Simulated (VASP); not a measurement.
# HfRu in VASP: a series of runs

Runs on HfRu. Level: PBE. Tasks: single point.

Everything below comes from runs of VASP 6.6.1. Logs are shortened: lines on timing, memory, paths and dates and some standing lists are left out, and cuts for length are marked.

## 1. The crystal as given

The cell holds a amorphous, 8 atoms: a = 5.273 Å, b = 5.047 Å, c = 5.703 Å, α = 96.17°, β = 78.06°, γ = 97.73°.

The cell was built by a generator and needn't be a form met in nature.

## 2. Single point, PBE

INCAR reads:

```
  PREC = Accurate
  ENCUT = 520
  EDIFF = 1E-6
  ISMEAR = -1
  SIGMA = 0.1
  LREAL = F
  LASPH = T
  NELM = 100
  ALGO = Fast
  ISIF = 2
  LWAVE = F
  LCHARG = F
  GGA = PE
  NBANDS = 58
```

KPOINTS reads:

```
Automatic mesh
0
Gamma
  3 3 3
```

POSCAR reads:

```
HfRu
1.0
    5.2705610000      0.1286840000      0.0935650000
   -0.7872520000      4.9348230000     -0.7066080000
    1.0731120000      0.3451780000      5.5905610000
Ru Hf
4 4
Direct
    0.3373303711      0.0829333235      0.1063124137
    0.6745379470      0.5110792269      0.5191878825
    0.8336868633      0.1654295488      0.1857571953
    0.3213384426      0.6455669350      0.8552350523
    0.9733065140      0.2550489411      0.7216324441
    0.4424653894      0.0155099232      0.5377140437
    0.1841672446      0.5488848523      0.3183488776
    0.7380041600      0.6426954813      0.0651091025
```

Potentials or basis: VASP PAW PBE potentials, release 64 (Ru_pv, Hf_pv).

Run with:

```
cat potpaw_PBE.64/Ru_pv/POTCAR potpaw_PBE.64/Hf_pv/POTCAR > POTCAR
mpirun -np 1 vasp_std > vasp.out
```

OUTCAR:

```text
PREC = Accurate
   ENCUT = 520
   EDIFF = 1E-6
   ISMEAR = -1
   LREAL = F
   LASPH = T
   NELM = 100
   ISIF = 2
   GGA = PE

 ion  position               nearest neighbor table
   1  0.337  0.083  0.106-   4 2.50   7 2.67   3 2.68   6 2.70   3 2.72   7 3.01   6 3.16   8 3.23
                             8 3.29   4 3.33   5 3.44
   2  0.675  0.511  0.519-   4 2.49   3 2.53   6 2.64   5 2.67   7 2.68   8 2.69   6 2.95   7 3.07
                             8 3.19
   3  0.834  0.165  0.186-   2 2.53   7 2.65   6 2.66   8 2.66   5 2.67   1 2.68   8 2.71   1 2.72
                             5 3.26
   4  0.321  0.646  0.855-   2 2.49   1 2.50   6 2.66   5 2.67   7 2.67   8 2.71   8 3.06   7 3.26
                             1 3.33   6 3.55
   5  0.973  0.255  0.722-   2 2.67   3 2.67   4 2.67   7 2.82   8 2.83   6 2.85   6 3.23   3 3.26
                             1 3.44   8 3.77
   6  0.442  0.016  0.538-   2 2.64   3 2.66   4 2.66   1 2.70   5 2.85   7 2.86   2 2.95   1 3.16
                             5 3.23   8 3.35   4 3.55   7 3.62
   7  0.184  0.549  0.318-   3 2.65   4 2.67   1 2.67   2 2.68   5 2.82   6 2.86   8 2.98   1 3.01
                             2 3.07   8 3.11   4 3.26   6 3.62
   8  0.738  0.643  0.065-   3 2.66   2 2.69   3 2.71   4 2.71   5 2.83   7 2.98   4 3.06   7 3.11
                             2 3.19   1 3.23   1 3.29   6 3.35   5 3.77

  LATTYP: Found a triclinic cell.
 ALAT       =     5.2729619035
 B/A-ratio  =     1.3123007575
 C/A-ratio  =     0.9571344679
 COS(alpha) =     0.0139903151
 COS(beta)  =     0.1345371218
 COS(gamma) =     0.5914572899

  Lattice vectors:

 A1 = (  -5.2705610000,  -0.1286840000,  -0.0935650000)
 A2 = (  -4.1974490000,   0.2164940000,   5.4969960000)
 A3 = (  -0.7872520000,   4.9348230000,  -0.7066080000)

Analysis of symmetry for initial positions (statically):
=====================================================================
 Subroutine PRICEL returns:
 Original cell was already a primitive cell.

 Routine SETGRP: Setting up the symmetry group for a
 triclinic supercell.

 Subroutine GETGRP returns: Found  1 space group operations
 (whereof  1 operations were pure point group operations)
 out of a pool of  2 trial point group operations.

The static configuration has the point symmetry C_1 .

Analysis of symmetry for dynamics (positions and initial velocities):
=====================================================================
 Subroutine PRICEL returns:
 Original cell was already a primitive cell.

 Routine SETGRP: Setting up the symmetry group for a
 triclinic supercell.

 Subroutine GETGRP returns: Found  1 space group operations
 (whereof  1 operations were pure point group operations)
 out of a pool of  2 trial point group operations.

The dynamic configuration has the point symmetry C_1 .

 Subroutine INISYM returns: Found  1 space group operations
 (whereof  1 operations are pure point group operations),
 and found     1 'primitive' translations

----------------------------------------------------------------------------------------

                                     Primitive cell

  volume of cell :     146.6399

  direct lattice vectors                    reciprocal lattice vectors
     5.270561000  0.128684000  0.093565000     0.189800567  0.024842563 -0.037966203
    -0.787252000  4.934823000 -0.706608000    -0.004685759  0.200252379 -0.011464748
     1.073112000  0.345178000  5.590561000    -0.003768796  0.024894736  0.178059273

  length of vectors
     5.272961904  5.046933586  5.703077197     0.195148253  0.200635022  0.179830632

  position of ions in fractional coordinates (direct lattice)
     0.337330371  0.082933324  0.106312414
     0.674537947  0.511079227  0.519187882
     0.833686863  0.165429549  0.185757195
     0.321338443  0.645566935  0.855235052
     0.973306514  0.255048941  0.721632444
     0.442465389  0.015509923  0.537714044
     0.184167245  0.548884852  0.318348878
     0.738004160  0.642695481  0.065109103

  ion indices of the primitive-cell ions
   primitive index   ion index
                 1           1
                 2           2
                 3           3
                 4           4
                 5           5
                 6           6
                 7           7
                 8           8

----------------------------------------------------------------------------------------

 KPOINTS: Automatic mesh

Automatic generation of k-mesh.
 Grid dimensions read from file:
 generate k-points for:    3    3    3

 Generating k-lattice:

  Cartesian coordinates                     Fractional coordinates (reciprocal lattice)
     0.063266856  0.008280854 -0.012655401     0.333333333  0.000000000 -0.000000000
    -0.001561920  0.066750793 -0.003821583     0.000000000  0.333333333  0.000000000
    -0.001256265  0.008298245  0.059353091     0.000000000 -0.000000000  0.333333333

  Length of vectors
     0.065049418  0.066878341  0.059943544

  Shift w.r.t. Gamma in fractional coordinates (k-lattice)
     0.000000000  0.000000000  0.000000000

 Subroutine IBZKPT returns following result:
 ===========================================

 Found     14 irreducible k-points:

 Following reciprocal coordinates:
            Coordinates               Weight
  0.000000  0.000000  0.000000      1.000000
  0.333333 -0.000000  0.000000      2.000000
  0.000000  0.333333 -0.000000      2.000000
  0.333333  0.333333  0.000000      2.000000
 -0.333333  0.333333 -0.000000      2.000000
  0.000000 -0.000000  0.333333      2.000000
  0.333333 -0.000000  0.333333      2.000000
 -0.333333 -0.000000  0.333333      2.000000
  0.000000  0.333333  0.333333      2.000000
  0.333333  0.333333  0.333333      2.000000
 -0.333333  0.333333  0.333333      2.000000
 -0.000000 -0.333333  0.333333      2.000000
  0.333333 -0.333333  0.333333      2.000000
 -0.333333 -0.333333  0.333333      2.000000
   k-points           NKPTS =     14   k-points in BZ     NKDIM =     14   number of bands    NBANDS=     58
   number of dos      NEDOS =    301   number of ions     NIONS =      8
   total plane-waves  NPLWV =  67200
   dimension x,y,z NGX =    40 NGY =   40 NGZ =   42
   dimension x,y,z NGXF=    80 NGYF=   80 NGZF=   84
   ions per type =               4   4
   NGX,Y,Z   is equivalent  to a cutoff of  12.61, 13.18, 12.24 a.u.
   NGXF,Y,Z  is equivalent  to a cutoff of  25.22, 26.35, 24.49 a.u.
 SYSTEM =  unknown system
   PREC   = accura    normal or accurate (medium, high low for compatibility)
   ISTART =      0    job   : 0-new  1-cont  2-samecut
   ICHARG =      2    charge: 1-file 2-atom 10-const
   ISPIN  =      1    spin polarized calculation?
   LNONCOLLINEAR =      F non collinear calculations
   LSORBIT =      F    spin-orbit coupling
   LASPH  =      T    aspherical Exc in radial PAW
   ENCUT  =  520.0 eV  38.22 Ry    6.18 a.u.   9.80  9.38 10.60*2*pi/ulx,y,z
   NELM   =    100;   NELMIN=  2; NELMDL= -5     # of ELM steps
   EDIFF  = 0.1E-05   stopping-criterion for ELM
   LREAL  =      F    real-space projection
   EDIFFG = 0.1E-04   stopping-criterion for IOM
   NSW    =      0    number of steps for IOM
   IBRION =     -1    ionic relax: 0-MD 1-quasi-New 2-CG
   NFREE  =      0    steps in history (QN), initial steepest desc. (CG)
   ISIF   =      2    stress and relaxation
   ISYM   =      2    0-nonsym 1-usesym 2-fastsym
   POTIM  = 0.5000    time-step for ionic-motion
   TEBEG  =    0.0;   TEEND  =   0.0 temperature during run
   PSTRESS=    0.0 pullay stress
   NELECT =      96.0000    total number of electrons
   NUPDOWN=      -1.0000    fix difference up-down
   EMIN   =  10.00;   EMAX   =-10.00  energy-range for DOS
   EFERMI =   0.00;   METHOD = LEGACY
   ISMEAR =    -1;   SIGMA  =   0.10  broadening in eV -4-tet -1-fermi 0-gaus
   EFERMI_NEDOS =   21; number of points for ismear=-14 and -15
   IALGO  =     68    algorithm
   IMIX   =      4    mixing-type and parameters
     AMIX     =   0.40;   BMIX     =  1.00
     AMIX_MAG =   1.60;   BMIX_MAG =  1.00
  volume/ion in A,a.u.               =      18.33       123.70
  Fermi-wavevector in a.u.,A,eV,Ry     =   1.421503  2.686252 27.492906  2.020672
  Thomas-Fermi vector in A             =   2.542306
   LORBIT       =      0    0 simple, 1 ext, 2 COOP (PROOUT), +10 PAW based schemes
   GGA     = PE    functional components
   LHFCALC =     F    Hartree Fock is set to
   AEXX    =    0.0000 exact exchange contribution
   IVDW    =     0    specifies the selected vdW correction
   LEPSILON=     F    determine dielectric tensor
   LRPA    =     F    only Hartree local field effects (RPA)
 non-spin polarized calculation
 RMM-DIIS sequential band-by-band and
  energy-cutoff  :      520.00
  volume of cell :      146.64
 maximum number of plane-waves:      3962
   NGX = 19   NGY = 19   NGZ = 21

 number of electron      96.0000010 magnetization

 Free energy of the ion-electron system (eV)
  ---------------------------------------------------
  ext. energy  EPLUGINS =         0.00000000
  ---------------------------------------------------
  free energy    TOTEN  =       -75.51795377 eV

  energy without entropy =      -75.25078422  energy(sigma->0) =      -75.38436900

 E-fermi :   7.4075     XC(G=0): -12.1434

 val. band max:        7.3988803251   @ k =   0.0000   0.3333  -0.0000
 cond. band min:       7.4308124490   @ k =   0.3333   0.3333   0.3333
 fundamental gap:      0.0319321239
 Fermi energy:         7.4075467782

 k-point     1 :       0.0000    0.0000    0.0000
  band No.  band energies     occupation
      1     -35.4127      2.00000
      2     -35.2359      2.00000
      3     -35.1709      2.00000
      4     -34.9903      2.00000
      5     -34.9665      2.00000
      6     -34.9011      2.00000
[... 50 lines left out ...]
     57       9.5549      0.00000
     58       9.7355      0.00000

 k-point     2 :       0.3333   -0.0000    0.0000
  band No.  band energies     occupation
      1     -35.4141      2.00000
      2     -35.2465      2.00000
      3     -35.0482      2.00000
      4     -34.9903      2.00000
      5     -34.9732      2.00000
      6     -34.8992      2.00000
[... 727 lines left out ...]
      2     -35.2402      2.00000
      3     -35.0481      2.00000
      4     -34.9901      2.00000
      5     -34.9727      2.00000
      6     -34.9040      2.00000
[... 50 lines left out ...]
     57       9.5930      0.00000
     58      10.0323      0.00000

------------------------ aborting loop because EDIFF is reached ----------------------------------------

  FORCE on cell =-STRESS in cart. coord.  units (eV):
  Direction    XX          YY          ZZ          XY          YZ          ZX
  --------------------------------------------------------------------------------------
  -------------------------------------------------------------------------------------
  Total        8.5832388      6.4368339      5.0350924     -0.1516077      2.9413312     -5.2011907
  in kB       93.7798742     70.3284029     55.0130719     -1.6564558     32.1367817    -56.8278502
  external PRESSURE =      73.0404497 kB  Pullay stress =       0.0000000 kB

 VOLUME and BASIS-vectors are now :
 -----------------------------------------------------------------------------
  energy-cutoff  :      520.00
  volume of cell :      146.64
      direct lattice vectors                 reciprocal lattice vectors
     5.270561000  0.128684000  0.093565000     0.189800567  0.024842563 -0.037966203
    -0.787252000  4.934823000 -0.706608000    -0.004685759  0.200252379 -0.011464748
     1.073112000  0.345178000  5.590561000    -0.003768796  0.024894736  0.178059273

 POSITION                                       TOTAL-FORCE (eV/Angst)
 -----------------------------------------------------------------------------------
      1.82672      0.48937      0.56731         0.016941     -0.221062      0.138186
      3.70999      2.78810      2.60453        -0.105243      0.579622      1.014411
      4.46310      0.98777      0.99960         0.790062     -0.876046     -0.996132
      2.10317      3.52232      4.35515        -1.512245     -0.258944      0.020587
      5.70348      1.63296      3.94518        -0.124246     -1.708451      1.104567
      2.89686      0.31908      3.03656         1.195343      0.726001      0.160466
      0.88018      2.84224      1.40913        -0.176329      0.454639     -0.306516
      3.45360      3.28903     -0.02109        -0.084283      1.304242     -1.135570
 -----------------------------------------------------------------------------------
    total drift:                                0.000292     -0.000034     -0.000721

  FREE ENERGIE OF THE ION-ELECTRON SYSTEM (eV)
  ---------------------------------------------------
  free  energy   TOTEN  =       -75.5179537744 eV

  energy  without entropy=      -75.2507842172  energy(sigma->0) =      -75.38436900
```

It took 2.7 min on 1 thread of Intel Xeon Platinum 8488C (Sapphire Rapids), shared host; peak memory 0.29 GiB.

Results:

```yaml
Free_energy: -75.5180 eV
Pressure: 7.3 GPa
Largest_force: 2.038 eV/Å
Band_gap_on_the_k_mesh: none (metal or under the smearing width)
```

Forces on the atoms (eV/Å):
```
Ru   0.017 -0.221  0.138
Ru  -0.105  0.580  1.014
Ru   0.790 -0.876 -0.996
Ru  -1.512 -0.259  0.021
Hf  -0.124 -1.708  1.105
Hf   1.195  0.726  0.160
Hf  -0.176  0.455 -0.307
Hf  -0.084  1.304 -1.136
```

Levels at points of the mesh, in eV from the Fermi level:
```tsv
k point	band 44	band 45	band 46	band 47	band 48	band 49	band 50	band 51	band 52	band 53
(0.00, 0.00, 0.00)	-0.92	-0.88	-0.32	-0.26	-0.03	0.07	0.35	0.67	0.89	1.05
```

Caveat: the k mesh is coarse (spacing up to 0.42 Å⁻¹), so the values aren't converged. Spin-orbit coupling is left out, which matters for the levels of Hf.

## 3. Single point, PBE

INCAR reads:

```
PREC = Accurate
ENCUT = 520
EDIFF = 1E-7
ISMEAR = -1
SIGMA = 0.1
LREAL = False
LASPH = True
NELM = 100
ALGO = Fast
ISIF = 2
LWAVE = False
LCHARG = False
GGA = PE
NBANDS = 58
```

KPOINTS reads:

```
regular mesh
0
Gamma
  3 3 3
```

POSCAR reads:

```
HfRu
1.0
    5.2705610000      0.1286840000      0.0935650000
   -0.7872520000      4.9348230000     -0.7066080000
    1.0731120000      0.3451780000      5.5905610000
Ru Hf
4 4
Direct
    0.3334862184      0.0797848430      0.1051300523
    0.6672443021      0.5135878143      0.5252836961
    0.8400336845      0.1615642467      0.1832073449
    0.3141365713      0.6452219206      0.8526866593
    0.9706110086      0.2507329765      0.7222419553
    0.4502671730      0.0202030646      0.5396904531
    0.1834951912      0.5478769810      0.3178220451
    0.7371497127      0.6461374672      0.0625288751
```

Potentials or basis: VASP PAW PBE potentials, release 64 (Ru_pv, Hf_pv).

Run with:

```
cat potpaw_PBE.64/Ru_pv/POTCAR potpaw_PBE.64/Hf_pv/POTCAR > POTCAR
mpirun -np 1 vasp_std > vasp.out
```

It took 3.5 min on 1 thread of Intel Xeon Platinum 8488C (Sapphire Rapids), shared host; peak memory 0.29 GiB.

It converged, with:

```
Free energy            : -75.7845 eV
Pressure               : 6.6 GPa
Largest force          : 1.897 eV/Å
Band gap on the k mesh : none (metal or under the smearing width)
```

Forces on the atoms (eV/Å):
```
Ru   0.240 -0.136  0.206
Ru   0.306  0.423  0.449
Ru   0.545 -0.488 -0.684
Ru  -1.540 -0.176  0.246
Hf  -0.027 -1.674  0.892
Hf   0.908  0.496 -0.061
Hf  -0.306  0.581 -0.115
Hf  -0.127  0.975 -0.933
```

Stress tensor (GPa, compression positive):
```
 9.01  0.14 -5.79
 0.14  6.35  3.18
-5.79  3.18  4.36
```

Levels at points of the mesh, in eV from the Fermi level:
| k point | band 45 | band 46 | band 47 | band 48 | band 49 | band 50 | band 51 | band 52 |
| --- | --- | --- | --- | --- | --- | --- | --- | --- |
| (0.00, 0.00, 0.00) | -0.82 | -0.32 | -0.18 | 0.00 | 0.04 | 0.33 | 0.74 | 0.82 |

Caveat: the k mesh is coarse (spacing up to 0.42 Å⁻¹), so the values aren't converged.

[end of part 1 of 2]
